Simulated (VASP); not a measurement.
Input of a VASP 6.6.1 run:

The input INCAR:

```
SYSTEM = Y2SbN
PREC = Accurate
ENCUT = 600
EDIFF = 1E-6
ISMEAR = 0
SIGMA = 0.1
LREAL = .FALSE.
LASPH = .TRUE.
NELM = 100
ALGO = Normal
ISIF = 3
LWAVE = .FALSE.
LCHARG = .FALSE.
GGA = PS
IBRION = 2
NSW = 100
EDIFFG = -0.05
```

File KPOINTS:

```
regular mesh
0
G
  6 6 4
  0 0 0
```

The input POSCAR:

```
Y2SbN
1.0
    3.7665286728      0.0000000000      0.0000000000
    0.0000000000      3.7665286728      0.0000000000
    0.0000000000      0.0000000000      5.3266759322
Y Sb N
2 1 1
Direct
    0.0000000000      0.0000000000      0.0000000000
    0.5000000000      0.5000000000      0.5000000000
    0.0000000000      0.0000000000      0.5000000000
    0.5000000000      0.5000000000      0.0000000000
```

Potentials or basis: VASP PAW PBE potentials, release 64 (Y_sv, Sb, N).

Run with:

```bash
$ cat potpaw_PBE.64/Y_sv/POTCAR potpaw_PBE.64/Sb/POTCAR potpaw_PBE.64/N/POTCAR > POTCAR
$ mpirun -np 1 vasp_std > vasp.out
```

Predict the relaxed volume.

22.32 Å³/atom.

Estimate the relaxed cell.

a = 3.967 Å, b = 3.967 Å, c = 5.673 Å, α = 90.00°, β = 90.00°, γ = 90.00°.

Predict the band gap on the k mesh.

none (metal or under the smearing width).

The path:
```tsv
step	energy change (eV)	largest force (eV/Å)	pressure (GPa)	volume (Å³)
1	0.0000	0.0000	19.27	75.57
2	-0.2404	0.0000	-9.38	103.22
3	-0.7108	0.0000	-0.22	89.26
```

Caveat: the volume moved by over 15 % at a fixed basis, so the end points are rough; the PAW data sets were made with another functional, which shifts forces and pressure a little; the relaxation stopped at a loose force limit of 0.05 eV/Å, so its end isn't a converged minimum. Spin-orbit coupling is left out, which matters for the levels of Sb.
